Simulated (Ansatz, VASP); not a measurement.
# Cross-check of ZnSi4S between VASP and Ansatz, part 2 of 3

One calculation is typed for both programs; each brings its own data sets. How far apart do they land? The cell is generated by rule, not measured, and may not be a known phase. The cell is taken from a series of runs on this material, whose earlier steps may have relaxed, scaled, displaced or heated it; both programs get it as it stands.

VASP 6.6.1 and Ansatz 0.2.0.

So far: Set-up; Ansatz: zone-centre phonons, PBEsol.

**3. VASP: zone-centre phonons, PBEsol**

Level of this step: PBEsol; plane waves and PAW (S, Si, Zn); invented cell (VASP).

The same cell, functional, mesh and smearing now go to VASP, with its own data sets.

Lines of VASP's logs that name or quote its potential files are left out, and so is its time.

Contents of INCAR:

```
SYSTEM = ZnSi4S
PREC = Accurate
ENCUT = 500
EDIFF = 1E-08
NELM = 120
ISMEAR = 1
SIGMA = 0.15
LREAL = .FALSE.
ALGO = Normal
GGA = PS
NBANDS = 23
LORBIT = 11
LWAVE = .FALSE.
LCHARG = .FALSE.
ISIF = 2
IBRION = 8
LASPH = .TRUE.
GGA_COMPAT = .FALSE.
KPAR = 2
```

Contents of POSCAR:

```
ZnSi4S
1.0
    2.7060426013      2.7060426013      0.0000000000
   -2.7435551302      2.7435551302      0.0000000000
    2.7247988658     -0.0187562645      8.0937594206
S Si Zn
1 4 1
Direct
    0.4082969780      0.0917030220      0.1834060439
    0.3344525312      0.6655474688      0.3310949377
    0.7520884887      0.7479115113      0.4958230225
    0.6684559222      0.3315440778      0.6630881556
    0.0853088608      0.4146911392      0.8293822785
    0.0013972192      0.9986027808      0.9972055616
```

Contents of KPOINTS:

```
Automatic mesh
0
Gamma
8 8 8
0 0 0
```

PAW data sets: S, Si and Zn (PBE family, release 64).

On the command line:

```sh
$ mpirun -np 2 vasp_std
```

Output:

```text
[banner, memory and clock lines left out]
running    2 mpi-ranks, on    1 nodes
 distrk:  each k-point on    1 cores,    2 groups
 distr:  one band on    1 cores,    1 groups

 POSCAR found type information on POSCAR S SiZn
 POSCAR found :  3 types and       6 ions
|                                                                             |
|               ----> ADVICE to this user running VASP <----                  |
|                                                                             |
|     You enforced a specific xc type in the INCAR file but a different       |
|     [... a line on the potential file left out ...]
|     I HOPE YOU KNOW WHAT YOU ARE DOING!                                     |
|                                                                             |

 LDA part: xc-table for (Slater+PW92), standard interpolation
 POSCAR, INCAR and KPOINTS ok, starting setup
 FFT: planning ... GRIDC
 FFT: planning ... GRID_SOFT
 FFT: planning ... GRID
 WAVECAR not read
 entering main loop
       N       E                     dE             d eps       ncg     rms          rms(c)
DAV:   1     0.159632262065E+03    0.15963E+03   -0.14247E+04  4370   0.136E+03
DAV:   2    -0.147845961295E+02   -0.17442E+03   -0.16578E+03  4697   0.274E+02
DAV:   3    -0.298075838357E+02   -0.15023E+02   -0.14689E+02  5649   0.780E+01
DAV:   4    -0.301991926991E+02   -0.39161E+00   -0.39055E+00  5329   0.131E+01
DAV:   5    -0.302078111108E+02   -0.86184E-02   -0.86165E-02  5722   0.201E+00    0.107E+01
DAV:   6    -0.292166493268E+02    0.99116E+00   -0.26635E+00  5927   0.437E+01    0.715E+00
DAV:   7    -0.291019753143E+02    0.11467E+00   -0.12779E+00  5562   0.873E+00    0.324E+00
DAV:   8    -0.290939487693E+02    0.80265E-02   -0.13610E-01  5934   0.327E+00    0.630E-01
DAV:   9    -0.290916003027E+02    0.23485E-02   -0.32645E-02  5862   0.153E+00    0.401E-01
DAV:  10    -0.290910202680E+02    0.58003E-03   -0.46052E-03  5433   0.542E-01    0.182E-01
DAV:  11    -0.290909772740E+02    0.42994E-04   -0.10715E-03  6040   0.214E-01    0.509E-02
DAV:  12    -0.290909753664E+02    0.19076E-05   -0.19873E-04  5675   0.924E-02    0.323E-02
DAV:  13    -0.290909793784E+02   -0.40119E-05   -0.28986E-05  5548   0.338E-02    0.906E-03
DAV:  14    -0.290909792173E+02    0.16110E-06   -0.68123E-06  5961   0.259E-02    0.286E-03
DAV:  15    -0.290909793198E+02   -0.10251E-06   -0.76461E-07  6229   0.108E-02    0.153E-03
DAV:  16    -0.290909792968E+02    0.22969E-07   -0.99596E-08  5427   0.295E-03    0.547E-04
DAV:  17    -0.290909793008E+02   -0.39604E-08   -0.10646E-08  3711   0.153E-03
   1 F= -.29090979E+02 E0= -.29091597E+02  d E =0.185182E-02
 Linear response reoptimize wavefunctions to high precision
DAV:   1    -0.290909792849E+02    0.15910E-07   -0.40471E-09  3746   0.101E-03
DAV:   2    -0.290909792849E+02   -0.51386E-10   -0.11077E-09  3165   0.264E-04
DAV:   3    -0.290909792850E+02   -0.80945E-10   -0.19526E-10  2948   0.119E-04
 Linear response DOF=          12
 Linear response progress:
  Degree of freedom:   1/ 12
       N       E                     dE             d eps       ncg     rms          rms(c)
RMM:   1    -0.110251236440E+00   -0.11025E+00    0.84797E-02 30913   0.194E+00
RMM:   2    -0.106431299731E+00    0.38199E-02   -0.67130E-03 19669   0.554E-01    0.157E-01
RMM:   3    -0.106716825278E+00   -0.28553E-03   -0.46148E-04 21144   0.123E-01    0.749E-02
RMM:   4    -0.106998121111E+00   -0.28130E-03   -0.13208E-04 21625   0.497E-02    0.172E-02
RMM:   5    -0.107014207171E+00   -0.16086E-04   -0.11798E-05 21932   0.162E-02    0.823E-03
RMM:   6    -0.107002077911E+00    0.12129E-04   -0.21850E-06 22313   0.546E-03    0.444E-03
RMM:   7    -0.107012729465E+00   -0.10652E-04   -0.36055E-07 21868   0.220E-03    0.115E-03
RMM:   8    -0.107013620814E+00   -0.89135E-06   -0.11948E-07 22584   0.784E-04    0.253E-04
RMM:   9    -0.107012898683E+00    0.72213E-06   -0.14320E-08 22525   0.276E-04    0.128E-04
RMM:  10    -0.107012813752E+00    0.84931E-07   -0.25828E-08 22417   0.120E-04    0.283E-05
RMM:  11    -0.107012948272E+00   -0.13452E-06   -0.25676E-08 22163   0.513E-05    0.117E-05
RMM:  12    -0.107012960372E+00   -0.12100E-07    0.31197E-08 22262   0.259E-05    0.153E-06
RMM:  13    -0.107012954294E+00    0.60776E-08    0.20310E-09 21664   0.144E-05    0.126E-06
 first order change of Fermi-energy  -0.77644E-04
 force on displaced ion       1 direction 1 :  -4.946   0.061  -0.002
 Linear response progress:
  Degree of freedom:   2/ 12
       N       E                     dE             d eps       ncg     rms          rms(c)
RMM:   1    -0.128683611662E+00   -0.12868E+00    0.81360E-02 10760   0.195E+00
RMM:   2    -0.124327410329E+00    0.43562E-02   -0.62765E-03  7302   0.527E-01    0.206E-01
RMM:   3    -0.124417814424E+00   -0.90404E-04   -0.10945E-03  7888   0.144E-01    0.745E-02
[...]
RMM:   6    -0.190713739259E-01   -0.39966E-05   -0.41414E-07 22132   0.245E-03    0.162E-03
RMM:   7    -0.190718777734E-01   -0.50385E-06   -0.11849E-07 22069   0.109E-03    0.171E-04
RMM:   8    -0.190720320887E-01   -0.15432E-06   -0.16564E-08 22311   0.354E-04    0.994E-05
RMM:   9    -0.190721614142E-01   -0.12933E-06    0.10118E-08 22379   0.153E-04    0.173E-05
RMM:  10    -0.190721623159E-01   -0.90165E-09    0.41775E-08 22424   0.543E-05    0.111E-05
[...]
RMM:   3    -0.251800241571E-01    0.80951E-04   -0.25856E-04  7658   0.639E-02    0.582E-02
RMM:   4    -0.251783862588E-01    0.16379E-05   -0.44327E-05  7488   0.297E-02    0.293E-02
RMM:   5    -0.252015654609E-01   -0.23179E-04   -0.12704E-05  7280   0.197E-02    0.802E-03
RMM:   6    -0.251997700437E-01    0.17954E-05   -0.20840E-06  7862   0.781E-03    0.242E-03
RMM:   7    -0.251976991371E-01    0.20709E-05   -0.27100E-07  7760   0.254E-03    0.119E-03
RMM:   8    -0.251966832386E-01    0.10159E-05   -0.88634E-08  7822   0.117E-03    0.244E-04
RMM:   9    -0.251969896633E-01   -0.30642E-06   -0.22703E-08  8049   0.333E-04    0.107E-04
RMM:  10    -0.251971269963E-01   -0.13733E-06   -0.10080E-08  7804   0.131E-04    0.343E-05
RMM:  11    -0.251971387958E-01   -0.11800E-07    0.28176E-08  7967   0.541E-05    0.124E-05
RMM:  12    -0.251971434587E-01   -0.46629E-08    0.24415E-09  7952   0.189E-05    0.447E-06
 first order change of Fermi-energy  -0.23648E+00
 force on displaced ion       4 direction 3 :  -0.000   0.000 -13.884
 Linear response progress:
  Degree of freedom:   9/ 12
       N       E                     dE             d eps       ncg     rms          rms(c)
RMM:   1    -0.208154676021E-01   -0.20815E-01    0.16053E-02 30112   0.845E-01
RMM:   2    -0.186800453570E-01    0.21354E-02   -0.13712E-03 18876   0.302E-01    0.962E-02
RMM:   3    -0.187431051759E-01   -0.63060E-04   -0.27367E-04 20929   0.864E-02    0.517E-02
RMM:   4    -0.188897652174E-01   -0.14666E-03   -0.15827E-04 20663   0.486E-02    0.950E-03
RMM:   5    -0.188673620143E-01    0.22403E-04   -0.83876E-06 21680   0.156E-02    0.343E-03
RMM:   6    -0.188635753607E-01    0.37867E-05   -0.10384E-06 22102   0.468E-03    0.105E-03
RMM:   7    -0.188646963619E-01   -0.11210E-05   -0.14937E-07 22295   0.141E-03    0.469E-04
RMM:   8    -0.188651352564E-01   -0.43889E-06   -0.11812E-09 22232   0.612E-04    0.749E-05
RMM:   9    -0.188651037292E-01    0.31527E-07   -0.76564E-09 22651   0.219E-04    0.383E-05
RMM:  10    -0.188651586631E-01   -0.54934E-07    0.35485E-09 22302   0.939E-05    0.105E-05
RMM:  11    -0.188651538472E-01    0.48159E-08    0.11394E-08 22183   0.336E-05    0.704E-06
 first order change of Fermi-energy  -0.34761E-04
 force on displaced ion       5 direction 1 : -10.033  -1.979  -0.000
 Linear response progress:
  Degree of freedom:  10/ 12
       N       E                     dE             d eps       ncg     rms          rms(c)
RMM:   1    -0.284412597082E-01   -0.28441E-01    0.17840E-02 10783   0.864E-01
RMM:   2    -0.255213657917E-01    0.29199E-02   -0.14438E-03  6948   0.317E-01    0.130E-01
RMM:   3    -0.255132025772E-01    0.81632E-05   -0.52705E-04  7555   0.106E-01    0.580E-02
RMM:   4    -0.255120427788E-01    0.11598E-05   -0.50650E-05  7186   0.476E-02    0.364E-02
RMM:   5    -0.255672877658E-01   -0.55245E-04   -0.26495E-05  7750   0.215E-02    0.796E-03
RMM:   6    -0.255676787031E-01   -0.39094E-06   -0.21032E-06  7619   0.755E-03    0.345E-03
RMM:   7    -0.255656497060E-01    0.20290E-05   -0.59816E-07  7554   0.397E-03    0.106E-03
RMM:   8    -0.255656006632E-01    0.49043E-07   -0.66306E-08  7926   0.127E-03    0.443E-04
RMM:   9    -0.255658611951E-01   -0.26053E-06   -0.18080E-08  7733   0.467E-04    0.134E-04
RMM:  10    -0.255660727872E-01   -0.21159E-06   -0.38576E-09  8067   0.163E-04    0.358E-05
RMM:  11    -0.255661224982E-01   -0.49711E-07    0.78264E-09  7808   0.632E-05    0.128E-05
RMM:  12    -0.255661017323E-01    0.20766E-07    0.22578E-09  8146   0.248E-05    0.467E-06
RMM:  13    -0.255661047345E-01   -0.30022E-08   -0.43604E-09  7848   0.116E-05    0.193E-06
 first order change of Fermi-energy  -0.91027E+00
 force on displaced ion       5 direction 3 :  -0.000   0.000 -12.027
 Linear response progress:
  Degree of freedom:  11/ 12
       N       E                     dE             d eps       ncg     rms          rms(c)
RMM:   1    -0.212308560704E+00   -0.21231E+00   -0.17839E-02 19059   0.165E+00
RMM:   2    -0.210322012373E+00    0.19865E-02   -0.25379E-03 17998   0.349E-01    0.937E-02
RMM:   3    -0.210188535171E+00    0.13348E-03   -0.11573E-04 21554   0.620E-02    0.536E-02
RMM:   4    -0.210062310483E+00    0.12622E-03   -0.31663E-05 21255   0.310E-02    0.554E-03
RMM:   5    -0.210057629953E+00    0.46805E-05   -0.13682E-06 22123   0.615E-03    0.213E-03
RMM:   6    -0.210058844615E+00   -0.12147E-05   -0.35485E-07 22207   0.252E-03    0.370E-04
RMM:   7    -0.210059419818E+00   -0.57520E-06   -0.77106E-08 22549   0.809E-04    0.164E-04
RMM:   8    -0.210059511881E+00   -0.92063E-07   -0.36398E-08 22468   0.348E-04    0.479E-05
RMM:   9    -0.210059442891E+00    0.68990E-07   -0.22138E-08 22300   0.136E-04    0.226E-05
RMM:  10    -0.210059324583E+00    0.11831E-06   -0.15340E-08 22661   0.680E-05    0.659E-06
RMM:  11    -0.210059300021E+00    0.24562E-07   -0.85418E-09 22765   0.310E-05    0.194E-06
RMM:  12    -0.210059307740E+00   -0.77190E-08   -0.60646E-09 21796   0.155E-05    0.110E-06
 first order change of Fermi-energy   0.65759E-04
 force on displaced ion       6 direction 1 :  -5.031   2.238   0.017
 Linear response progress:
  Degree of freedom:  12/ 12
       N       E                     dE             d eps       ncg     rms          rms(c)
RMM:   1    -0.217854765511E+00   -0.21785E+00   -0.13599E-02  7277   0.166E+00
RMM:   2    -0.216133455884E+00    0.17213E-02   -0.23244E-03  6822   0.324E-01    0.169E-01
RMM:   3    -0.215864856027E+00    0.26860E-03   -0.31724E-04  7244   0.108E-01    0.714E-02
RMM:   4    -0.215727482003E+00    0.13737E-03   -0.67683E-05  7874   0.392E-02    0.446E-02
RMM:   5    -0.215669013317E+00    0.58469E-04   -0.15901E-05  7486   0.263E-02    0.768E-03
RMM:   6    -0.215667050896E+00    0.19624E-05   -0.17898E-06  7698   0.954E-03    0.276E-03
RMM:   7    -0.215674125626E+00   -0.70747E-05   -0.32948E-07  7980   0.294E-03    0.990E-04
RMM:   8    -0.215677011505E+00   -0.28859E-05   -0.51614E-08  8083   0.104E-03    0.282E-04
RMM:   9    -0.215677037704E+00   -0.26199E-07   -0.88253E-09  7912   0.375E-04    0.938E-05
RMM:  10    -0.215677015544E+00    0.22160E-07   -0.41860E-09  8170   0.157E-04    0.292E-05
RMM:  11    -0.215676933136E+00    0.82408E-07   -0.20907E-09  8097   0.628E-05    0.835E-06
RMM:  12    -0.215676936378E+00   -0.32418E-08   -0.69527E-10  7879   0.290E-05    0.347E-06
 first order change of Fermi-energy   0.91904E+00
 force on displaced ion       6 direction 3 :  -0.000   0.000  -6.198
 Linear response finished
```

(Part 2 of 3 ends here.)

[Lines on the potential files, build, host, timing and source positions are cut from VASP's logs without a mark.]

[Logs are printed without paths, hosts, clocks, repeated set-up lines and the standing remarks that a program may print on its own settings, such as how far it seeks lower states.]

[Hosts, paths, dates, database ids (printed as entryN), source tags and the programs' standing remarks are cut or masked in the printed files.]
